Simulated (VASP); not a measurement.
```xyz
1
Lattice="2.4982 0.0000 0.0000 0.0000 2.4982 0.0000 0.0000 0.0000 2.4982" Properties=species:S:1:pos:R:3 pbc="T T T"
Tc     0.0000     0.0000     0.0000
```

The numbers are results of PBEsol GGA, VASP's PBE PAW potentials (set 64) (plane waves; VASP), not measurements. Numerical set-up: 400 eV cut-off, Gaussian smearing of 0.050 eV, potentials Tc_pv.

**Question.** Give the energies of bands 4 to 9 at the high-symmetry points, in eV from the Fermi level.

**Answer.** 
| band | Γ | X | M | R |
|---|---|---|---|---|
| 4 | -7.21 | -4.32 | -6.28 | -4.69 |
| 5 | -5.21 | -4.24 | -3.18 | -4.69 |
| 6 | -5.21 | -0.28 | 0.36 | -4.69 |
| 7 | 2.92 | -0.28 | 0.36 | 5.44 |
| 8 | 2.92 | -0.17 | 5.22 | 5.44 |
| 9 | 2.92 | 3.25 | 5.95 | 8.25 |

It has no gap at this level: it comes out as a metal or semimetal.

The structure was generated: Tc was put into the simple-cubic type (Pm-3m), which need not be its known phase. It was relaxed first.
